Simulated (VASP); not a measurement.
# In2AuS4 (P1) in VASP: notebook, part 2 of 2

VASP 6.6.1. Earlier steps stand in the parts before.

### Step 3. Single point, PBE

INCAR reads:

```
SYSTEM = In2AuS4
ALGO     = Fast           ! electronic algorithm
EDIFF    = 1E-6           ! SCF threshold, eV
ENCUT    = 520            ! plane-wave cutoff, eV
GGA      = PE             ! functional
ISIF     = 2              ! what is computed and relaxed
ISMEAR   = 1              ! smearing method
LASPH    = .True.         ! aspherical terms in the spheres
LCHARG   = .False.        ! write CHGCAR
LREAL    = .False.        ! projectors in reciprocal space
LWAVE    = .False.        ! write WAVECAR
NBANDS   = 74             ! bands
NELM     = 100            ! most SCF steps
PREC     = Accurate       ! precision mode
SIGMA    = 0.15           ! smearing width, eV
```

KPOINTS reads:

```
k-points
0
Gamma
  3 3 3
  0 0 0
```

POSCAR reads:

```
In2AuS4
1.0
   -0.0639240000      5.3572930000      5.3930030000
    5.3493650000     -0.0658090000      5.3948880000
    5.2858670000      5.2956800000     -0.0023110000
Au In S
2 4 8
Direct
    0.9728996799      0.0083266895      0.0252918089
    0.2522654029      0.2516180891      0.2360382534
    0.6174080289      0.6191407455      0.6215189215
    0.1391393593      0.6368856185      0.6125325718
    0.6117549791      0.6332530043      0.1192001933
    0.6295624319      0.1134763188      0.6326763236
    0.3886766351      0.3686091744      0.3788276831
    0.3960340222      0.8652054703      0.8447766882
    0.3671161199      0.3564305141      0.8645778665
    0.8653854667      0.3730435358      0.8773313567
    0.8821061860      0.3792072850      0.3670008302
    0.8841390590      0.8755320235      0.8705342647
    0.4047473623      0.8860633115      0.3487950046
    0.8701087799      0.8653091159      0.3933473042
```

Potentials or basis: VASP PAW PBE potentials, release 64 (Au, In_d, S).

Run with:

```
cat potpaw_PBE.64/Au/POTCAR potpaw_PBE.64/In_d/POTCAR potpaw_PBE.64/S/POTCAR > POTCAR
mpirun -np 1 vasp_std > vasp.out
```

OUTCAR:

```text
SYSTEM = In2AuS4
   EDIFF = 1E-6
   ENCUT = 520
   GGA = PE
   ISIF = 2
   ISMEAR = 1
   LASPH = .True.
   LREAL = .False.
   NELM = 100
   PREC = Accurate

 ion  position               nearest neighbor table
   1  0.973  0.008  0.025-  14 2.27  10 2.29  12 2.32   8 2.66
   2  0.252  0.252  0.236-   9 2.29  13 2.29  11 2.31   7 2.44
   3  0.617  0.619  0.622-   8 2.51  13 2.62  11 2.65  14 2.70  10 2.70   9 2.77   4 3.60   5 3.73
                             5 3.76   6 3.76   6 3.84   4 4.00
   4  0.139  0.637  0.613-   9 2.60  14 2.63  12 2.66   7 2.69  13 2.78  10 2.90   3 3.60   5 3.67
                             6 3.78   6 3.89   5 3.93   3 4.00
   5  0.612  0.633  0.119-  13 2.59   8 2.63   7 2.64  10 2.69  11 2.78  12 2.78   4 3.67   6 3.68
[... 1304 lines left out ...]
     5.349365000 -0.065809000  5.394888000     0.092371424 -0.092159829  0.092644479
     5.285867000  5.295680000 -0.002311000     0.094585678  0.094382328 -0.092636234

 POSITION                                       TOTAL-FORCE (eV/Angst)
 -----------------------------------------------------------------------------------
      0.11604      5.34550      5.29171        -0.430807      0.169198      0.411905
      2.57754      2.58488      2.71737         0.862997      0.159808      0.303635
      6.55781      6.55826      6.66844        -0.419317      0.503910     -0.014503
      6.63580      3.94727      4.18489        -0.069379     -0.255939     -0.292416
      3.97847      3.86692      6.71525        -0.481518      0.166606      0.118323
      3.91102      6.71573      4.00596        -0.236723     -0.128236      0.333053
      3.94941      4.06415      4.08386         0.668492      0.164239      0.567146
      9.06836      6.53840      6.80155         0.516504      0.468563     -0.133331
      6.45325      6.52182      3.90076        -0.480791     -0.789235      1.435109
      6.57768      9.25764      6.67753         0.813089     -0.867146      1.301856
      3.91205      6.64426      6.80213         0.967012     -0.960360     -1.118278
      9.22855      9.28904      9.48955        -1.103849     -0.706788     -0.849737
      6.55769      3.95715      6.96221        -1.013715      0.949017     -1.621721
      6.65241      6.68752      9.35984         0.408004      1.126363     -0.441041
 -----------------------------------------------------------------------------------
    total drift:                               -0.000352     -0.000059     -0.000028

  FREE ENERGIE OF THE ION-ELECTRON SYSTEM (eV)
  ---------------------------------------------------
  free  energy   TOTEN  =       -52.9941142872 eV

  energy  without entropy=      -52.9921463737  energy(sigma->0) =      -52.99345832
```

OSZICAR:

```text
N       E                     dE             d eps       ncg     rms          rms(c)
DAV:   1     0.139176740573E+04    0.13918E+04   -0.52810E+04  2072   0.183E+03
DAV:   2     0.202846453633E+03   -0.11889E+04   -0.11499E+04  2096   0.499E+02
DAV:   3    -0.349784266283E+02   -0.23782E+03   -0.22757E+03  2342   0.211E+02
[... 11 lines left out ...]
RMM:  15    -0.529941231295E+02   -0.20266E-04   -0.25056E-04  3385   0.507E-02    0.172E-02
RMM:  16    -0.529941136525E+02    0.94770E-05   -0.56489E-05  2587   0.245E-02    0.150E-02
RMM:  17    -0.529941155845E+02   -0.19320E-05   -0.23357E-05  2820   0.158E-02    0.124E-02
RMM:  18    -0.529941142482E+02    0.13362E-05   -0.13038E-05  2171   0.109E-02    0.842E-03
RMM:  19    -0.529941142872E+02   -0.38954E-07   -0.36424E-06  1998   0.802E-03
   1 F= -.52994114E+02 E0= -.52993458E+02  d E =-.196791E-02
```

stdout:

```text
POSCAR found type information on POSCAR AuInS
 POSCAR found :  3 types and      14 ions
 scaLAPACK will be used
 LDA part: xc-table for (Slater+PW92), standard interpolation
 POSCAR, INCAR and KPOINTS ok, starting setup
 FFT: planning ... GRIDC
 FFT: planning ... GRID_SOFT
 FFT: planning ... GRID
 WAVECAR not read
 entering main loop
```

Run time: 14 min. Hardware: 1 thread of Intel Xeon Platinum 8259CL at 2.50GHz (Skylake/Cascade Lake), shared host; peak memory 0.61 GiB.

Results:

| Item | Value |
| --- | --- |
| Free energy | -52.9941 eV |
| Pressure | 3.4 GPa |
| Largest force | 2.135 eV/Å |
| Band gap on the k mesh | none (metal or under the smearing width) |

Forces on the atoms (eV/Å):
```
Au  -0.431  0.169  0.412
Au   0.863  0.160  0.304
In  -0.419  0.504 -0.015
In  -0.069 -0.256 -0.292
In  -0.482  0.167  0.118
In  -0.237 -0.128  0.333
S    0.668  0.164  0.567
S    0.517  0.469 -0.133
S   -0.481 -0.789  1.435
S    0.813 -0.867  1.302
S    0.967 -0.960 -1.118
S   -1.104 -0.707 -0.850
S   -1.014  0.949 -1.622
S    0.408  1.126 -0.441
```

Stress tensor (GPa, compression positive):
```
 4.60  0.72 -0.34
 0.72  3.81 -1.01
-0.34 -1.01  1.93
```

Caveat: forces of over 1 eV/Å show positions far from the minimum, so gaps and moduli don't describe the material at rest.

### Step 4. Single point, PBE

INCAR reads:

```
SYSTEM = In2AuS4
PREC = Accurate
ENCUT = 520
EDIFF = 1E-6
ISMEAR = 1
SIGMA = 0.15
LREAL = .False.
LASPH = .True.
NELM = 80
ALGO = Fast
ISIF = 2
LWAVE = .False.
LCHARG = .True.
GGA = PE
LELF = .True.
LVHAR = .True.
NBANDS = 74
```

KPOINTS reads:

```
Automatic mesh
0
Gamma
  3 3 3
  0 0 0
```

POSCAR reads:

```
In2AuS4
1.0
   -0.0639240000      5.3572930000      5.3930030000
    5.3493650000     -0.0658090000      5.3948880000
    5.2858670000      5.2956800000     -0.0023110000
Au In S
2 4 8
Direct
    0.9706260166      0.0116529279      0.0269408089
    0.2528973474      0.2536609015      0.2324996943
    0.6199257932      0.6200137017      0.6313898062
    0.1448724350      0.6264361378      0.6180350878
    0.6162598323      0.6264089307      0.1203582655
    0.6287622512      0.1084320269      0.6332097476
    0.3870136682      0.3668808341      0.3742460733
    0.3852724622      0.8778435190      0.8308140861
    0.3639949825      0.3718247795      0.8537747079
    0.8721946394      0.3801279386      0.8641112385
    0.8579187292      0.3869036302      0.3721470592
    0.8839115430      0.8789230886      0.8616298431
    0.4146771650      0.8853343372      0.3434818369
    0.8605988817      0.8654505159      0.3954799135
```

Run with:

```
cat potpaw_PBE.64/Au/POTCAR potpaw_PBE.64/In_d/POTCAR potpaw_PBE.64/S/POTCAR > POTCAR
mpirun -np 1 vasp_std > vasp.out
```

Run time: 15 min. Hardware: 1 thread of Intel Xeon Platinum 8259CL at 2.50GHz (Skylake/Cascade Lake), shared host; peak memory 0.62 GiB.

The run converged. Its results:

```yaml
Free_energy: -53.0767 eV
Pressure: 3.3 GPa
Largest_force: 1.731 eV/Å
Band_gap_on_the_k_mesh: none (metal or under the smearing width)
```

Forces in eV/Å, atoms in the order of the input:
```
Au  -0.494  0.018  0.289
Au   0.793 -0.274 -0.230
In  -0.842  0.043 -0.201
In   0.014 -1.220 -0.052
In  -0.321 -0.167  0.229
In   0.088 -0.252  0.459
S    0.724  0.085  0.593
S    0.932  0.879 -0.270
S   -0.415  0.297  0.889
S    0.826 -0.494  0.929
S    0.115 -0.107 -0.353
S   -0.795 -0.460 -0.778
S   -0.732  0.421 -1.511
S    0.106  1.230  0.007
```

Stress tensor (GPa, compression positive):
```
 4.05  0.94 -0.13
 0.94  3.98 -1.13
-0.13 -1.13  1.83
```

Levels at points of the mesh, in eV from the Fermi level:
```tsv
k point	band 59	band 60	band 61	band 62	band 63	band 64
(0.00, 0.00, 0.00)	-0.13	-0.04	0.09	0.20	0.69	1.35
```

Caveat: forces of over 1 eV/Å show positions far from the minimum, so gaps and moduli don't describe the material at rest.
